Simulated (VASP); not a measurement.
Crystal: TiN.

```
CELL_PARAMETERS angstrom
0.00000 2.12000 2.12000
2.12000 0.00000 2.12000
2.12000 2.12000 0.00000
ATOMIC_POSITIONS crystal
Ti 0.00000 0.00000 0.00000
N 0.50000 0.50000 0.50000
```

The cell was built by a generator and needn't be a form met in nature.

| Property | Result |
| --- | --- |
| Program | VASP 6.6.1 |
| Task | relaxation of cell and atoms |
| Functional | PBEsol |
| Potentials or basis | VASP PAW PBE potentials, release 64 (Ti_sv, N) |
| Cutoff | 600 eV |
| k mesh | 16 × 16 × 16 |
| Occupations | methfessel-paxton, width 0.2 eV |
| Spin | no spin polarisation |

At the start: pressure -7.0 GPa; volume 9.53 Å³/atom.

Q: How do energy, volume and symmetry change on relaxing?

A: Over 3 steps the energy falls by 5.1 meV/atom and the volume is 9.30 Å³/atom (-2.4 %); space group Fm-3m (No. 225, to 0.05 Å).

Step by step:
| step | energy change (eV) | largest force (eV/Å) | pressure (GPa) | volume (Å³) |
| --- | --- | --- | --- | --- |
| 1 | 0.0000 | 0.0000 | -7.00 | 19.06 |
| 2 | 0.0132 | 0.0000 | 11.69 | 17.93 |
| 3 | -0.0103 | 0.0000 | -0.04 | 18.60 |

Final structure:
```yaml
crystal:
  lattice:
    - [0.00000, 2.10292, 2.10292]
    - [2.10292, 0.00000, 2.10292]
    - [2.10292, 2.10292, 0.00000]
  atoms:
    - { symbol: Ti, position: [0.00000, 0.00000, 0.00000] }
    - { symbol: N, position: [0.50000, 0.50000, 0.50000] }
```

Caveat: the PAW data sets were made with another functional, which shifts forces and pressure a little.
